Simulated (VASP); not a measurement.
Crystal: Hg3Ge.

```
CELL_PARAMETERS angstrom
6.47046 0.00000 0.00000
-3.23523 5.60358 0.00000
0.00000 0.00000 5.24724
ATOMIC_POSITIONS crystal
Hg 0.16863 0.33727 0.25000
Hg 0.16863 0.83137 0.25000
Hg 0.66273 0.83137 0.25000
Hg 0.83137 0.66273 0.75000
Hg 0.83137 0.16863 0.75000
Hg 0.33727 0.16863 0.75000
Ge 0.33333 0.66667 0.75000
Ge 0.66667 0.33333 0.25000
```

The cell comes from a database or a generator and needn't be the stable form of this composition.

* Program: VASP 6.6.1
* Task: single point
* Functional: PBE
* Potentials or basis: VASP PAW PBE potentials, release 64 (Hg, Ge_d)
* Cutoff: 520 eV
* k mesh: 5 × 5 × 5
* Occupations: fermi-dirac, width 0.05 eV
* Spin: no spin polarisation

On this cell: pressure -0.1 GPa; largest force 0.027 eV/Å; band gap on the k mesh none (metal or under the smearing width).

The same run follows on a disturbed copy (atoms moved at random, drawn with an rms of 0.05 Å):

```
Hg Ge
1.0
     6.47046    0.00000    0.00000
    -3.23523    5.60358    0.00000
     0.00000    0.00000    5.24724
Hg Ge
6 2
Direct
  0.16032 0.33106 0.24788
  0.17031 0.83504 0.23708
  0.66121 0.83766 0.25635
  0.82557 0.66050 0.73870
  0.83672 0.16443 0.75429
  0.33639 0.17561 0.74611
  0.33704 0.67408 0.74527
  0.66610 0.32604 0.25004
```

Q: What changes?

A: The energy (extrapolated to zero smearing) moves by +2.2 meV/atom; pressure 0.0 GPa; largest force 0.167 eV/Å; band gap on the k mesh none (metal or under the smearing width).

Forces on the atoms (eV/Å):
```
Hg   0.057  0.118  0.012
Hg  -0.070 -0.061  0.026
Hg   0.027 -0.140 -0.087
Hg   0.090 -0.017  0.067
Hg  -0.099  0.069 -0.004
Hg   0.053 -0.039 -0.014
Ge  -0.033 -0.006  0.005
Ge  -0.025  0.077 -0.005
```

Stress tensor (GPa, compression positive):
```
 0.42  0.02  0.02
 0.02  0.42 -0.02
 0.02 -0.02 -0.92
```
